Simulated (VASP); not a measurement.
Method: PBE GGA, VASP's PBE PAW potentials (set 64) (plane waves; VASP).

The input files of a VASP run:

### POSCAR
```
Rh
1.0
  0.0000000000   1.9000000000   1.9000000000
  1.9000000000   0.0000000000   1.9000000000
  1.9000000000   1.9000000000   0.0000000000
Rh
1
Cart
  0.0000000000   0.0000000000   0.0000000000
```

INCAR:
```
SYSTEM = Rh
PREC = Accurate
ENCUT = 480
EDIFF = 1E-6
NELM = 100
ALGO = Normal
LREAL = .FALSE.
LASPH = .TRUE.
ISMEAR = 1
SIGMA = 0.1
GGA = PE
LMAXMIX = 4
LWAVE = .FALSE.
LCHARG = .FALSE.
IBRION = 2
ISIF = 3
NSW = 60
EDIFFG = -0.01
```

File KPOINTS:
```
Automatic mesh
0
Gamma
15 15 15
0 0 0
```

POTCAR, in this order: Rh_pv (PBE.64 set). Program: vasp_std.

Output of the run:

OSZICAR:
```
       N       E                     dE             d eps       ncg     rms          rms(c)
DAV:   1     0.107074821042E+03    0.10707E+03   -0.91488E+03  2656   0.137E+03
DAV:   2    -0.640970073329E+01   -0.11348E+03   -0.10874E+03  2700   0.372E+02
DAV:   3    -0.774681982505E+01   -0.13371E+01   -0.13294E+01  3066   0.462E+01
DAV:   4    -0.775458235281E+01   -0.77625E-02   -0.77619E-02  2932   0.362E+00
DAV:   5    -0.775470141799E+01   -0.11907E-03   -0.11906E-03  2974   0.422E-01    0.102E+01
DAV:   6    -0.727313373506E+01    0.48157E+00   -0.11073E+00  2748   0.158E+01    0.359E+00
DAV:   7    -0.725547433386E+01    0.17659E-01   -0.22574E-02  2976   0.197E+00    0.170E+00
DAV:   8    -0.725181446372E+01    0.36599E-02   -0.32459E-03  2754   0.904E-01    0.186E-01
DAV:   9    -0.725170602508E+01    0.10844E-03   -0.71448E-05  3045   0.138E-01    0.178E-02
DAV:  10    -0.725171023775E+01   -0.42127E-05   -0.33464E-06  2868   0.272E-02    0.226E-03
DAV:  11    -0.725171028990E+01   -0.52155E-07   -0.21166E-07  1551   0.673E-03
   1 F= -.72517103E+01 E0= -.72516941E+01  d E =-.725171E+01
       N       E                     dE             d eps       ncg     rms          rms(c)
DAV:   1    -0.922602489668E+01   -0.19743E+01   -0.29119E+01  2724   0.908E+01    0.102E+01
DAV:   2    -0.721701467918E+01    0.20090E+01   -0.52875E+00  2685   0.336E+01    0.339E+00
DAV:   3    -0.721965818054E+01   -0.26435E-02   -0.33036E-02  2832   0.216E+00    0.200E+00
DAV:   4    -0.722515703796E+01   -0.54989E-02   -0.10104E-02  2817   0.133E+00    0.273E-01
DAV:   5    -0.722561779236E+01   -0.46075E-03   -0.40799E-04  3040   0.246E-01    0.843E-02
DAV:   6    -0.722557330089E+01    0.44491E-04   -0.26438E-05  2769   0.790E-02    0.580E-03
DAV:   7    -0.722557255261E+01    0.74828E-06   -0.27893E-07  1965   0.750E-03
   2 F= -.72255726E+01 E0= -.72255321E+01  d E =0.261377E-01
       N       E                     dE             d eps       ncg     rms          rms(c)
DAV:   1    -0.818847128884E+01   -0.96290E+00   -0.13421E+01  2745   0.592E+01    0.751E+00
DAV:   2    -0.726387568284E+01    0.92460E+00   -0.22684E+00  2706   0.228E+01    0.119E+00
DAV:   3    -0.725596727789E+01    0.79084E-02   -0.29882E-02  2832   0.231E+00    0.747E-01
DAV:   4    -0.725787090931E+01   -0.19036E-02   -0.50750E-03  2820   0.972E-01    0.113E-01
DAV:   5    -0.725809257555E+01   -0.22167E-03   -0.17803E-04  3024   0.173E-01    0.285E-02
DAV:   6    -0.725805038876E+01    0.42187E-04   -0.10287E-05  2769   0.488E-02    0.266E-03
DAV:   7    -0.725805026142E+01    0.12734E-06   -0.22078E-07  1638   0.716E-03
   3 F= -.72580503E+01 E0= -.72580287E+01  d E =-.633997E-02
```

File OUTCAR:
```
------------------------ aborting loop because EDIFF is reached ----------------------------------------
  FORCE on cell =-STRESS in cart. coord.  units (eV):
  Direction    XX          YY          ZZ          XY          YZ          ZX
  --------------------------------------------------------------------------------------
  Total       -0.0058618     -0.0058618     -0.0058618      0.0000000      0.0000000      0.0000000
  in kB       -0.6684810     -0.6684810     -0.6684810      0.0000000      0.0000000      0.0000000
  external PRESSURE =      -0.6684810 kB  Pullay stress =       0.0000000 kB
  volume of cell :       14.05
      direct lattice vectors                 reciprocal lattice vectors
     0.000000000  1.915167185  1.915167185    -0.261073813  0.261073813  0.261073813
     1.915167185  0.000000000  1.915167185     0.261073813 -0.261073813  0.261073813
     1.915167185  1.915167185  0.000000000     0.261073813  0.261073813 -0.261073813
 POSITION                                       TOTAL-FORCE (eV/Angst)
 -----------------------------------------------------------------------------------
      0.00000      0.00000      0.00000        -0.000000      0.000000      0.000000
 -----------------------------------------------------------------------------------
    total drift:                                0.000000     -0.000000      0.000000
  FREE ENERGIE OF THE ION-ELECTRON SYSTEM (eV)
  ---------------------------------------------------
  free  energy   TOTEN  =        -7.2580502614 eV

  energy  without entropy=       -7.2579856225  energy(sigma->0) =       -7.25802872

 reached required accuracy - stopping structural energy minimisation
```
(Selected blocks of OUTCAR.)

**CONTCAR**
```
Rh
   1.00000000000000
     0.0000000000000000    1.9151671848113112    1.9151671848113112
     1.9151671848113114    0.0000000000000000    1.9151671848113112
     1.9151671848113114    1.9151671848113112    0.0000000000000000
  Rh
     1
Direct
     0.0000000000000000    0.0000000000000000    0.0000000000000000
```

Energy and stress use the plane-wave basis of the starting cell.

The compound is Rh in the fcc structure. This run relaxes it. Symmetry was kept, so distortions that lower it aren't found.
